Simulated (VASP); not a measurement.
# Nb2AlC under strain, part 2 of 2

How does the pressure of Nb2AlC answer to a change of volume? The bands are shown for each cell. All runs use r2SCAN. Left out of this account: 1 further run (self-consistent run: a reference on another mesh). The start is a computed cell from the Materials Project.

VASP 6.6.1; r2SCAN; plane waves and PAW (Al, Nb_sv, C).

Still holding for the runs below: Spin-orbit coupling is off here; it would split degenerate levels.

So far, pressure (GPa): step 2 (bands, cell as listed) -2.72; step 3 (cell volume +4.0 %) -10.0; step 4 (cell volume +8.0 %) -16.0; step 6 (cell volume -4.0 %) 6.28.

**7. Bands, volume times 0.92**

The cell is scaled evenly once more. A prediction first. A parabola through the 4 pressures of evenly scaled cells so far, P = -2.70 -203.3 t +404 t² GPa with t = ln(V/V₁) and V₁ the volume at scale 1, gives 17.06 GPa at t = -0.0834.

Input file INCAR:

```
SYSTEM = Nb2AlC
PREC = Accurate
ENCUT = 520
EDIFF = 1E-06
NELM = 100
ISMEAR = -1
SIGMA = 0.05
LREAL = .FALSE.
ALGO = Normal
METAGGA = R2SCAN
LASPH = .TRUE.
NBANDS = 53
LORBIT = 11
LWAVE = .FALSE.
LCHARG = .FALSE.
KPAR = 8
```

Input file POSCAR:

```
Nb2AlC
1.0
    3.0369762205      0.0000000000      0.0000000000
   -1.5184881103      2.6300985577      0.0000000000
    0.0000000000      0.0000000000     13.5560067936
Al Nb C
2 4 2
Direct
    0.3333333300      0.6666666700      0.7500000000
    0.6666666700      0.3333333300      0.2500000000
    0.3333333300      0.6666666700      0.0897486000
    0.6666666700      0.3333333300      0.5897486000
    0.6666666700      0.3333333300      0.9102514000
    0.3333333300      0.6666666700      0.4102514000
    0.0000000000      0.0000000000      0.0000000000
    0.0000000000      0.0000000000      0.5000000000
```

Input file KPOINTS:

```
Automatic mesh
0
Gamma
11 11 3
0 0 0
```

Input file KPOINTS_OPT:

```
Line mode
12
Line-mode
Reciprocal
  0.00000000   0.00000000   0.00000000 GAMMA
  0.50000000   0.00000000   0.00000000 M

  0.50000000   0.00000000   0.00000000 M
  0.33333333   0.33333333   0.00000000 K

  0.33333333   0.33333333   0.00000000 K
  0.00000000   0.00000000   0.00000000 GAMMA

  0.00000000   0.00000000   0.00000000 GAMMA
  0.00000000   0.00000000   0.50000000 A

  0.00000000   0.00000000   0.50000000 A
  0.50000000   0.00000000   0.50000000 L

  0.50000000   0.00000000   0.50000000 L
  0.33333333   0.33333333   0.50000000 H

  0.33333333   0.33333333   0.50000000 H
  0.00000000   0.00000000   0.50000000 A

  0.50000000   0.00000000   0.50000000 L
  0.50000000   0.00000000   0.00000000 M

  0.33333333   0.33333333   0.00000000 K
  0.33333333   0.33333333   0.50000000 H
```

PAW data sets: Al, Nb_sv and C (PBE family, release 64).

Command:

```sh
$ mpirun -np 8 vasp_std
```

Wall time 11 min (8 MPI ranks of AMD EPYC 7R13 (Zen 3), shared host); peak memory 3.5 GiB.

This step gave:

```
free energy (TOTEN)     : -137.1624 eV
energy at zero smearing : -137.1536 eV
Fermi energy            : 11.37 eV
pressure                : 17.35 GPa
```

The electronic bands at the labelled points (eV, zero at the Fermi level; # counts the bands kept):

```
          point    #13    #14    #15    #16   #17   #18   #19   #20
              Γ  -0.33  -0.33  -0.30  -0.30  1.17  1.17  1.30  1.30
0.55 of the way  -1.40  -1.13   0.50   0.83  0.97  1.04  1.84  1.86
              M  -1.59  -1.45   1.24   1.63  1.84  2.04  2.16  2.43
0.55 of the way  -1.83  -1.62  -0.85  -0.09  1.61  1.75  2.07  2.75
              K  -1.91  -1.91  -1.64  -0.57  1.46  1.46  2.05  2.05
0.45 of the way  -1.39  -1.30  -1.04  -0.13  0.64  1.58  1.88  2.04
              Γ  -0.33  -0.33  -0.30  -0.30  1.17  1.17  1.30  1.30
0.45 of the way  -0.33  -0.33  -0.30  -0.30  1.19  1.19  1.28  1.28
              A  -0.32  -0.32  -0.32  -0.32  1.23  1.23  1.23  1.23
0.45 of the way  -1.13  -1.13   0.51   0.51  0.66  0.66  1.42  1.42
              L  -1.52  -1.52   1.74   1.74  1.85  1.85  2.02  2.02
0.45 of the way  -1.57  -1.57  -0.27  -0.27  1.73  1.73  2.54  2.54
              H  -1.75  -1.75  -1.12  -1.12  1.39  1.39  2.29  2.29
0.45 of the way  -1.30  -1.30  -0.55  -0.55  1.14  1.14  1.96  1.96
              A  -0.32  -0.32  -0.32  -0.32  1.23  1.23  1.23  1.23
      jump to L  -1.52  -1.52   1.74   1.74  1.85  1.85  2.02  2.02
0.45 of the way  -1.57  -1.48   1.43   1.70  1.89  1.96  2.04  2.26
              M  -1.59  -1.45   1.24   1.63  1.84  2.04  2.16  2.43
      jump to K  -1.91  -1.91  -1.64  -0.57  1.46  1.46  2.05  2.05
0.45 of the way  -1.82  -1.82  -1.51  -0.72  1.43  1.43  2.13  2.13
              H  -1.75  -1.75  -1.12  -1.12  1.39  1.39  2.29  2.29
```

Of the projections kept (Al, Nb, C), the largest for each band there; the rest of the weight can lie on other orbitals:

```
point      #13      #14      #15      #16      #17      #18      #19      #20
    Γ  Nb 1.00  Nb 1.00  Nb 1.00  Nb 1.00  Nb 0.99  Nb 0.99  Nb 1.00  Nb 1.00
    M  Nb 0.72  Nb 0.71  Nb 0.95  Nb 0.93  Nb 0.67  Nb 0.88  Nb 1.00  Nb 0.58
    K  Nb 0.52  Nb 0.52  Nb 1.00  Nb 0.97  Nb 0.68  Nb 0.68  Nb 0.88  Nb 0.88
    Γ  Nb 1.00  Nb 1.00  Nb 1.00  Nb 1.00  Nb 0.99  Nb 0.99  Nb 1.00  Nb 1.00
    A  Nb 1.00  Nb 1.00  Nb 1.00  Nb 1.00  Nb 0.99  Nb 0.99  Nb 0.99  Nb 0.99
    L  Nb 0.71  Nb 0.71  Nb 0.94  Nb 0.94  Nb 0.95  Nb 0.95  Nb 0.61  Nb 0.61
```

Force by atom:

```
atom  x (eV/Å)  y (eV/Å)  z (eV/Å)   size
 Al1     0.000     0.000     0.000  0.000
 Al2     0.000     0.000     0.000  0.000
 Nb3     0.000     0.000     0.687  0.687
 Nb4     0.000     0.000     0.687  0.687
 Nb5     0.000     0.000    -0.687  0.687
 Nb6     0.000     0.000    -0.687  0.687
  C7     0.000     0.000     0.000  0.000
  C8     0.000     0.000     0.000  0.000
```

 The pressure is 17.35 GPa. The parabola predicted 17.06 GPa, -0.29 GPa off.

**8. The runs together**

| cell | mesh | pressure (GPa) | gap (eV) |
| --- | --- | --- | --- |
| cell as listed | 11×11×3 | -2.72 | none |
| volume times 1.04 | 11×11×3 | -10.03 | none |
| volume times 1.08 | 11×11×3 | -15.96 | none |
| volume times 0.96 | 11×11×3 | 6.28 | none |
| volume times 0.92 | 11×11×3 | 17.35 | none |

**9. Bands, atoms displaced by up to 0.06 Å**

INCAR is that of step 7.

Input file POSCAR:

```
Nb2AlC
1.0
    3.1225695162      0.0000000000      0.0000000000
   -1.5612847581      2.7042245261      0.0000000000
    0.0000000000      0.0000000000     13.9380655300
Al Nb C
2 4 2
Direct
    0.3114520000      0.6594690000      0.7513900000
    0.6577810000      0.3359060000      0.2529500000
    0.3355310000      0.6631590000      0.0902390000
    0.6695400000      0.3241180000      0.5889350000
    0.6618230000      0.3218370000      0.9099550000
    0.3466110000      0.6727970000      0.4114100000
    0.0146870000      0.0147540000      0.0004970000
   -0.0021590000     -0.0014280000      0.4986950000
```

KPOINTS is that of step 7.

KPOINTS_OPT is that of step 7.

Command:

```sh
$ mpirun -np 8 vasp_std
```

Run time: 21 min. Hardware: 8 MPI ranks.

The run was cut off at its time limit.

The self-consistent loop had finished, and the limit fell in the path of KPOINTS_OPT; fewer path points or more time would be the way on.

**10. Outcome**

| Item | Value |
| --- | --- |
| pressure, cell as listed | -2.72 GPa |
| pressure, volume times 1.04 | -10.0 GPa |
| pressure, volume times 1.08 | -16.0 GPa |
| pressure, volume times 0.96 | 6.28 GPa |
| pressure, volume times 0.92 | 17.3 GPa |
| bulk modulus at the listed volume, shape and positions held | 205 GPa |

**Reading.** The slope of pressure against ln V at the listed volume gives a bulk modulus of 205 GPa at fixed shape and positions, an upper bound since the atoms bear forces. The atoms were not relaxed in the changed cells. Not obtained: bands, sheared, principal strains -1.3, -0.9, +2.2 %, since the run ended as timeout. Not obtained: bands, atoms displaced by up to 0.06 Å, since the run ended as timeout. Spin-orbit coupling is left out; it would split some degenerate bands.

[Lines on the potential files, build, host, timing and source positions are cut from VASP's logs without a mark.]

[Logs are printed without paths, hosts, clocks, repeated set-up lines and the standing remarks that a program may print on its own settings, such as how far it seeks lower states.]

[Hosts, paths, dates, database ids (printed as entryN), source tags and the programs' standing remarks are cut or masked in the printed files.]

[A measured line is paired with the nearest computed mode of its activity, which favours agreement.]
